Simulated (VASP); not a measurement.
# TiO2 (Rutile): the relaxed cell at several levels, part 3 of 3

Aim: relax TiO2 (Rutile) at several levels and hold each cell against experiment. The start is a cell from a database of measured crystal structures.

VASP 6.6.1, plane waves and PAW; the level of theory is named at each step.

So far. Step 4 (Relaxation with r2SCAN): It ends at 10.45 Å³/atom, +0.5 % from the start, with 0.00 GPa left. The conventional cell has a = 4.601 and c = 2.961 Å. Step 5 (Relaxation with PBE + D3(BJ)): It ends at 10.48 Å³/atom, +0.8 % from the start, with 0.02 GPa left. The conventional cell has a = 4.611 and c = 2.958 Å. Against plain PBE, the dispersion term moves a by -0.8 % and c by -0.3 %.

### Step 6. Relaxation with r2SCAN + rVV10

This step: r2SCAN with rVV10; plane waves and PAW (Ti_sv, O) (VASP 6.6.1).

LUSE_VDW switches on a nonlocal correlation term for dispersion.

INCAR reads:

```
SYSTEM = TiO2
PREC = Accurate
ENCUT = 560
EDIFF = 1E-06
NELM = 100
ISMEAR = -1
SIGMA = 0.05
LREAL = .FALSE.
ALGO = Normal
METAGGA = R2SCAN
LUSE_VDW = .TRUE.
IVDW_NL = 2
BPARAM = 11.95
CPARAM = 0.0093
LASPH = .TRUE.
NBANDS = 30
LORBIT = 11
LWAVE = .FALSE.
LCHARG = .FALSE.
KPAR = 4
IBRION = 2
NSW = 60
ISIF = 3
EDIFFG = -0.01
```

POSCAR reads:

```
TiO2
1.0
    4.5922000000      0.0000000000      0.0000000000
    0.0000000000      4.5922000000      0.0000000000
    0.0000000000      0.0000000000      2.9574000000
Ti O
2 4
Direct
    0.0000000000      0.0000000000      0.0000000000
    0.5000000000      0.5000000000      0.5000000000
    0.3049600000      0.3049600000      0.0000000000
    0.1950400000      0.8049600000      0.5000000000
    0.6950400000      0.6950400000      0.0000000000
    0.8049600000      0.1950400000      0.5000000000
```

KPOINTS reads:

```
Automatic mesh
0
Gamma
5 5 8
0 0 0
```

Potentials, in the order of the species: Ti_sv and O (PBE family, release 64).

The run is started by

```console
mpirun -np 4 vasp_std
```

Log:

```text
[banner, memory and clock lines left out]
running    4 mpi-ranks, on    1 nodes
[...]
|                                                                             |
|               ----> ADVICE to this user running VASP <----                  |
|                                                                             |
|     You have switched on vdW-DFT.                                           |
|     This routine was written and supplied by Jiri Klimes. We recommend      |
|     that you carefully read and cite the following publications:            |
|       J. Klimes, D.R. Bowler, A. Michelides                                 |
|          J. Phys.: Cond Matt. 22 022201 (2010)                              |
|       J. Klimes, D.R. Bowler, A. Michelides                                 |
|          Phys. Rev. B. 83, 195131 (2011)                                    |
|     and references therein.                                                 |
|                                                                             |

[...]
DAV:  14    -0.685793573111E+02    0.80741E-05   -0.42590E-05  2160   0.521E-02    0.130E-02
Total rVV10 correction in eV:      1.2172850    48.0108884
Total rVV10 correction in eV:      1.2172850    48.0108884
Total rVV10 correction in eV:      1.2172850    48.0108884
Total rVV10 correction in eV:      1.2172850    48.0108884
DAV:  15    -0.685793567509E+02    0.56021E-06   -0.70070E-06  2248   0.230E-02
Total rVV10 correction in eV:      1.2172747    48.0108884
Total rVV10 correction in eV:      1.2172747    48.0108884
Total rVV10 correction in eV:      1.2172747    48.0108884
Total rVV10 correction in eV:      1.2172747    48.0108884
Total rVV10 correction in eV:      1.2172782    48.0108884
Total rVV10 correction in eV:      1.2172782    48.0108884
Total rVV10 correction in eV:      1.2172782    48.0108884
Total rVV10 correction in eV:      1.2172782    48.0108884
   1 F= -.68579357E+02 E0= -.68579357E+02  d E =-.685794E+02
[... from here on, the cycles between the ionic steps are left out ...]
   2 F= -.68580243E+02 E0= -.68580243E+02  d E =-.886301E-03
   3 F= -.68580247E+02 E0= -.68580247E+02  d E =-.889877E-03
   4 F= -.68580231E+02 E0= -.68580231E+02  d E =0.160545E-04
   5 F= -.68580304E+02 E0= -.68580304E+02  d E =-.574149E-04
[...]
reached required accuracy - stopping structural energy minimisation
```

Run time: 2.4 min. Hardware: 4 MPI ranks of Intel Xeon Platinum 8488C (Sapphire Rapids), shared host; peak memory 1.3 GiB; 9.6 min of CPU time.

OUTCAR, selected parts (step 6):

```text
  Total        0.0299153      0.0299153      0.0513497     -0.0000000      0.0000000      0.0000000
  in kB        0.7693998      0.7693998      1.3206789     -0.0000000      0.0000000      0.0000000
  external PRESSURE =       0.9531595 kB  Pullay stress =       0.0000000 kB

 POSITION                                       TOTAL-FORCE (eV/Angst)
 -----------------------------------------------------------------------------------
     -0.00000      0.00000      0.00000        -0.000000      0.000000      0.000000
      2.29454      2.29454      1.47901        -0.000000      0.000000      0.000000
      1.39614      1.39614      0.00000         0.000703      0.000703      0.000000
      0.89840      3.69068      1.47901        -0.000703      0.000703      0.000000
      3.19293      3.19293      0.00000        -0.000703     -0.000703      0.000000
      3.69068      0.89840      1.47901         0.000703     -0.000703      0.000000
 -----------------------------------------------------------------------------------
    total drift:                                0.000000      0.000000      0.000000

  FREE ENERGIE OF THE ION-ELECTRON SYSTEM (eV)
  ---------------------------------------------------
  free  energy   TOTEN  =       -68.5803040428 eV

  energy  without entropy=      -68.5803040428  energy(sigma->0) =      -68.58030404

[... 2 parts as in an earlier step ...]

[... 2 further parts left out ...]
[key lines of the parts left out:]
E-fermi :   5.5816
```

It ends at 10.38 Å³/atom, -0.1 % from the start, with 0.10 GPa left. The conventional cell has a = 4.589 and c = 2.958 Å. Against plain r2SCAN, the dispersion term moves a by -0.3 % and c by -0.1 %.

### Step 7. Relaxation with AM05

This step: AM05; plane waves and PAW (Ti_sv, O) (VASP 6.6.1).

AM05 is built from the electron gas and the surface model, and does well on lattice constants.

INCAR, as its differences from that of step 6:

```diff
@@ -9,9 +9,5 @@
 ALGO = Normal
-METAGGA = R2SCAN
-LUSE_VDW = .TRUE.
-IVDW_NL = 2
-BPARAM = 11.95
-CPARAM = 0.0093
+GGA = AM
+NBANDS = 30
 LASPH = .TRUE.
-NBANDS = 30
 LORBIT = 11
```

POSCAR is that of step 6.

KPOINTS is that of step 6.

The run is started by

```console
mpirun -np 4 vasp_std
```

Log:

```text
[banner, memory and clock lines left out]
running    4 mpi-ranks, on    1 nodes
[...]
[... a notice as in an earlier step ...]

 LDA part: xc-table for (Slater+PW92), standard interpolation
 POSCAR, INCAR and KPOINTS ok, starting setup
[...]
entering main loop
       N       E                     dE             d eps       ncg     rms          rms(c)
DAV:   1     0.688280463782E+03    0.68828E+03   -0.25721E+04  1800   0.198E+03
DAV:   2     0.458276155933E+02   -0.64245E+03   -0.61067E+03  1914   0.571E+02
DAV:   3    -0.660523404386E+02   -0.11188E+03   -0.10837E+03  2740   0.210E+02
DAV:   4    -0.709553795945E+02   -0.49030E+01   -0.48965E+01  2470   0.454E+01
[...]
DAV:  13    -0.547374156146E+02    0.23937E-03   -0.83497E-04  2226   0.277E-01    0.297E-02
DAV:  14    -0.547374166205E+02   -0.10059E-05   -0.44762E-05  2234   0.557E-02    0.101E-02
DAV:  15    -0.547374176084E+02   -0.98790E-06   -0.72052E-06  2224   0.166E-02
   1 F= -.54737418E+02 E0= -.54737418E+02  d E =-.547374E+02
[... from here on, the cycles between the ionic steps are left out ...]
   2 F= -.54739189E+02 E0= -.54739189E+02  d E =-.177138E-02
   3 F= -.54739424E+02 E0= -.54739424E+02  d E =-.200675E-02
   4 F= -.54739857E+02 E0= -.54739857E+02  d E =-.432169E-03
   5 F= -.54739913E+02 E0= -.54739913E+02  d E =-.488628E-03
[...]
reached required accuracy - stopping structural energy minimisation
```

It took 33 s on 4 MPI ranks; peak memory 0.82 GiB; 2.1 min of CPU time.

From OUTCAR (step 7):

```text
  Total        0.0031402      0.0031402     -0.0116016     -0.0000000      0.0000000      0.0000000
  in kB        0.0808280      0.0808280     -0.2986170     -0.0000000      0.0000000      0.0000000
  external PRESSURE =      -0.0456537 kB  Pullay stress =       0.0000000 kB

 POSITION                                       TOTAL-FORCE (eV/Angst)
 -----------------------------------------------------------------------------------
      0.00000      0.00000      0.00000         0.000000      0.000000     -0.000000
      2.30040      2.30040      1.47033         0.000000      0.000000     -0.000000
      1.40145      1.40145      0.00000         0.004222      0.004222      0.000000
      0.89895      3.70186      1.47033        -0.004222      0.004222     -0.000000
      3.19935      3.19935      0.00000        -0.004222     -0.004222     -0.000000
      3.70186      0.89895      1.47033         0.004222     -0.004222     -0.000000
 -----------------------------------------------------------------------------------
    total drift:                               -0.000000      0.000000     -0.000000

  FREE ENERGIE OF THE ION-ELECTRON SYSTEM (eV)
  ---------------------------------------------------
  free  energy   TOTEN  =       -54.7399129860 eV

  energy  without entropy=      -54.7399129853  energy(sigma->0) =      -54.73991299

[... 2 parts as in an earlier step ...]

[... 2 further parts left out ...]
[key lines of the parts left out:]
E-fermi :   5.6921
```

It ends at 10.37 Å³/atom, -0.2 % from the start, with 0.00 GPa left. The conventional cell has a = 4.601 and c = 2.941 Å.

### Step 8. Relaxation with optB86b-vdW

This step: optB86b-vdW; plane waves and PAW (Ti_sv, O) (VASP 6.6.1).

optB86b-vdW pairs nonlocal correlation with a less repulsive exchange of B86b form.

INCAR, as its differences from that of step 7:

```diff
@@ -9,5 +9,9 @@
 ALGO = Normal
-GGA = AM
+GGA = MK
+AGGAC = 0
+LUSE_VDW = .TRUE.
+PARAM1 = 0.1234
+PARAM2 = 1
+LASPH = .TRUE.
 NBANDS = 30
-LASPH = .TRUE.
 LORBIT = 11
```

POSCAR is that of step 7.

KPOINTS is that of step 7.

The run is started by

```console
mpirun -np 4 vasp_std
```

Log:

```text
[banner, memory and clock lines left out]
running    4 mpi-ranks, on    1 nodes
[...]
[... a notice as in an earlier step ...]

 [... a notice as in an earlier step ...]

 LDA part: xc-table for (Slater+PW92), standard interpolation
 POSCAR, INCAR and KPOINTS ok, starting setup
[...]
entering main loop
       N       E                     dE             d eps       ncg     rms          rms(c)
DAV:   1     0.703893695953E+03    0.70389E+03   -0.25784E+04  1800   0.198E+03
DAV:   2     0.575981442757E+02   -0.64630E+03   -0.61274E+03  1926   0.572E+02
DAV:   3    -0.547462585414E+02   -0.11234E+03   -0.10965E+03  2690   0.211E+02
DAV:   4    -0.595460232261E+02   -0.47998E+01   -0.47933E+01  2498   0.453E+01
[...]
DAV:  14    -0.422977073308E+02   -0.46572E-05   -0.35321E-05  2312   0.476E-02    0.131E-02
DAV:  15    -0.422977061447E+02    0.11861E-05   -0.90406E-06  2272   0.343E-02    0.141E-03
DAV:  16    -0.422977061502E+02   -0.54824E-08   -0.25919E-07   966   0.530E-03
   1 F= -.42297706E+02 E0= -.42297706E+02  d E =-.422977E+02
[... from here on, the cycles between the ionic steps are left out ...]
   2 F= -.42294355E+02 E0= -.42294355E+02  d E =0.335138E-02
   3 F= -.42303362E+02 E0= -.42303362E+02  d E =-.565634E-02
   4 F= -.42303846E+02 E0= -.42303846E+02  d E =-.483712E-03
   5 F= -.42303865E+02 E0= -.42303865E+02  d E =-.502740E-03
[...]
reached required accuracy - stopping structural energy minimisation
```

It took 1.8 min on 4 MPI ranks; peak memory 1.6 GiB; 7.1 min of CPU time.

OUTCAR, selected parts (step 8):

```text
  Total        0.0080605      0.0080605     -0.0025115      0.0000000      0.0000000      0.0000000
  in kB        0.2050906      0.2050906     -0.0639019      0.0000000      0.0000000      0.0000000
  external PRESSURE =       0.1154264 kB  Pullay stress =       0.0000000 kB

 POSITION                                       TOTAL-FORCE (eV/Angst)
 -----------------------------------------------------------------------------------
      0.00000      0.00000      2.95961        -0.000000     -0.000000      0.000000
      2.30631      2.30631      1.47980        -0.000000     -0.000000      0.000000
      1.40301      1.40301      0.00000         0.003609      0.003609      0.000000
      0.90329      3.70932      1.47980        -0.003609      0.003609      0.000000
      3.20960      3.20960      0.00000        -0.003609     -0.003609      0.000000
      3.70932      0.90329      1.47980         0.003609     -0.003609      0.000000
 -----------------------------------------------------------------------------------
    total drift:                                0.000000      0.000000      0.000000

  FREE ENERGIE OF THE ION-ELECTRON SYSTEM (eV)
  ---------------------------------------------------
  free  energy   TOTEN  =       -42.3038652279 eV

  energy  without entropy=      -42.3038652270  energy(sigma->0) =      -42.30386523

[... 2 parts as in an earlier step ...]

[... 2 further parts left out ...]
[key lines of the parts left out:]
E-fermi :   5.5098
```

It ends at 10.49 Å³/atom, +1.0 % from the start, with 0.01 GPa left. The conventional cell has a = 4.613 and c = 2.960 Å.

### Step 9. Relaxation with BLYP + D3(BJ)

This step: BLYP with D3(BJ); plane waves and PAW (Ti_sv, O) (VASP 6.6.1).

BLYP comes from molecular chemistry and underbinds dense solids.

INCAR, as its differences from that of step 8:

```diff
@@ -9,9 +9,14 @@
 ALGO = Normal
-GGA = MK
-AGGAC = 0
-LUSE_VDW = .TRUE.
-PARAM1 = 0.1234
-PARAM2 = 1
+GGA = B5
+ALDAX = 1
+AGGAX = 1
+AGGAC = 1
+ALDAC = 0
+IVDW = 12
+VDW_S6 = 1
+VDW_S8 = 2.6996
+VDW_A1 = 0.4298
+VDW_A2 = 4.2359
+NBANDS = 30
 LASPH = .TRUE.
-NBANDS = 30
 LORBIT = 11
```

POSCAR is that of step 8.

KPOINTS is that of step 8.

The run is started by

```console
mpirun -np 4 vasp_std
```

Log:

```text
[banner, memory and clock lines left out]
running    4 mpi-ranks, on    1 nodes
[...]
[... a notice as in an earlier step ...]

 LDA part: xc-table for (Slater(with rela. corr.)+VWN5), standard interpolation
 POSCAR, INCAR and KPOINTS ok, starting setup
[...]
entering main loop
       N       E                     dE             d eps       ncg     rms          rms(c)
DAV:   1     0.699643756531E+03    0.69964E+03   -0.25875E+04  1800   0.199E+03
DAV:   2     0.492953436412E+02   -0.65035E+03   -0.61551E+03  1918   0.573E+02
DAV:   3    -0.653550231969E+02   -0.11465E+03   -0.11197E+03  2678   0.213E+02
DAV:   4    -0.702281189095E+02   -0.48731E+01   -0.48670E+01  2504   0.459E+01
[...]
DAV:  13    -0.514159590682E+02    0.37950E-04   -0.21765E-04  2258   0.160E-01    0.579E-03
DAV:  14    -0.514159601603E+02   -0.10921E-05   -0.10501E-05  2362   0.254E-02    0.465E-03
DAV:  15    -0.514159597090E+02    0.45123E-06   -0.11595E-06  1070   0.100E-02
   1 F= -.54680833E+02 E0= -.54680833E+02  d E =-.546808E+02
[... from here on, the cycles between the ionic steps are left out ...]
   2 F= -.54673370E+02 E0= -.54673370E+02  d E =0.746286E-02
   3 F= -.54692052E+02 E0= -.54692052E+02  d E =-.112191E-01
   4 F= -.54692049E+02 E0= -.54692049E+02  d E =-.112163E-01
   5 F= -.54692442E+02 E0= -.54692442E+02  d E =-.392303E-03
   6 F= -.54692449E+02 E0= -.54692449E+02  d E =-.400106E-03
[...]
reached required accuracy - stopping structural energy minimisation
```

Run time: 56 s. Hardware: 4 MPI ranks; peak memory 0.87 GiB.

OUTCAR, selected parts (step 9):

```text
 Edisp (eV)   -3.22276

 Edisp (eV)   -3.22359

  Total       0.01512     0.01512     0.01061     0.00000     0.00000     0.00000
  in kB       0.38364     0.38364     0.26930     0.00000     0.00000     0.00000
  external pressure =        0.35 kB  Pullay stress =        0.00 kB

 POSITION                                       TOTAL-FORCE (eV/Angst)
 -----------------------------------------------------------------------------------
      0.00000      0.00000      0.00000        -0.000000      0.000000     -0.000000
      2.30559      2.30559      1.48471        -0.000000      0.000000     -0.000000
      1.40079      1.40079      0.00000         0.000643      0.000643     -0.000000
      0.90480      3.70638      1.48471        -0.000643      0.000643     -0.000000
      3.21039      3.21039      0.00000        -0.000643     -0.000643      0.000000
      3.70638      0.90480      1.48471         0.000643     -0.000643      0.000000
 -----------------------------------------------------------------------------------
    total drift:                               -0.000000      0.000000      0.000000

  FREE ENERGIE OF THE ION-ELECTRON SYSTEM (eV)
  ---------------------------------------------------
  free  energy   TOTEN  =       -54.6924493096 eV

  energy  without entropy=      -54.6924493086  energy(sigma->0) =      -54.69244931

[... 2 parts as in an earlier step ...]

[... 2 further parts left out ...]
[key lines of the parts left out:]
E-fermi :   5.9108
```

It ends at 10.52 Å³/atom, +1.2 % from the start, with 0.03 GPa left. The conventional cell has a = 4.611 and c = 2.969 Å.

### Step 10. The cells as a table

This step: relaxed cells at several levels; plane waves and PAW (VASP 6.6.1).

No new run; the numbers come from the runs before.

Lengths are those of the conventional cell; cost is the wall time of each run, as given at its step, times its ranks, without the set-up around it. Results by level, by row:

```tsv
level	volume (Å³/atom)	change from the start (%)	a (Å)	c (Å)	cost (core minutes)
LDA	10.1	-2.8	4.554	2.922	2.67
PBE	10.67	2.7	4.646	2.967	3.73
r2SCAN	10.45	0.5	4.601	2.961	6.33
PBE + D3(BJ)	10.48	0.8	4.611	2.958	1.8
r2SCAN + rVV10	10.38	-0.1	4.589	2.958	9.73
AM05	10.37	-0.2	4.601	2.941	2.2
optB86b-vdW	10.49	1	4.613	2.96	7.2
BLYP + D3(BJ)	10.52	1.2	4.611	2.969	3.73
```

### Step 11. Summary of results

```json
{"volume, LDA": "10.10 Å³/atom", "volume, PBE": "10.67 Å³/atom", "volume, r2SCAN": "10.45 Å³/atom", "volume, PBE + D3(BJ)": "10.48 Å³/atom", "volume, r2SCAN + rVV10": "10.38 Å³/atom", "volume, AM05": "10.37 Å³/atom", "volume, optB86b-vdW": "10.49 Å³/atom", "volume, BLYP + D3(BJ)": "10.52 Å³/atom"}
```

For TiO2 (Rutile) the levels give volumes between 10.10 Å³/atom (LDA) and 10.67 Å³/atom (PBE), a spread of 5.7 %, while the cost of the finished runs spans a factor of 5.4. Within 1 % of experiment on every length: r2SCAN, PBE + D3(BJ), r2SCAN + rVV10, AM05, optB86b-vdW and BLYP + D3(BJ). The nearest, r2SCAN + rVV10, took 5.4 times the core time of PBE + D3(BJ) and lowers the largest miss from 0.36 to 0.11 %. Thermal and zero-point expansion, often some tenths of a per cent in length, bear on this order: with the measured lengths lowered by an assumed 0.4 % the nearest is still r2SCAN + rVV10. The costs hold the number of ionic steps as well as the price of the functional. The closing table has room for seven levels; BLYP + D3(BJ) stands in the table of levels alone. Adding D3(BJ) to PBE changes the volume by -1.8 % (a by -0.8 % and c by -0.3 %). Adding rVV10 to r2SCAN changes the volume by -0.6 % (a by -0.3 % and c by -0.1 %). Within 0.02 Å all end in space group P4_2/mnm; the runs can't lower the symmetry of the start. Each is a single relaxation on the plane waves of the start cell, so larger changes of volume carry a basis-set error that was not tested here.

Comparison with the measured values:

```
              quantity  measured             LDA             PBE          r2SCAN    PBE + D3(BJ)  r2SCAN + rVV10            AM05     optB86b-vdW
lattice constant a (Å)     4.594  4.554 (-0.9 %)  4.646 (+1.1 %)  4.601 (+0.2 %)  4.611 (+0.4 %)  4.589 (-0.1 %)  4.601 (+0.1 %)  4.613 (+0.4 %)
lattice constant c (Å)     2.959  2.922 (-1.2 %)  2.967 (+0.3 %)  2.961 (+0.1 %)  2.958 (-0.0 %)  2.958 (-0.0 %)  2.941 (-0.6 %)  2.960 (+0.0 %)
```

Measured values from arxiv:2005.06543 (2020).

How well it matches: For the lattice constant a, of the levels listed nearest comes r2SCAN + rVV10 (-0.1 %, good agreement) and farthest PBE (+1.1 %, fair agreement). For the lattice constant c, of the levels listed nearest comes optB86b-vdW (+0.0 %, good agreement) and farthest LDA (-1.2 %, fair agreement). The grades are ours: good and fair within 0.7 and 1.5 % for the lattice constant a and 0.8 and 2 % for the lattice constant c. For lattice constants the calculation has a static lattice, without zero-point motion or thermal expansion.

[Lines on the potential files, build, host, timing and source positions are cut from VASP's logs without a mark.]

[Logs are printed without paths, hosts, clocks, repeated set-up lines and the standing remarks that a program may print on its own settings, such as how far it seeks lower states.]

[Hosts, paths, dates, database ids (printed as entryN), source tags and the programs' standing remarks are cut or masked in the printed files.]

[A measured line is paired with the nearest computed mode of its activity, which favours agreement.]
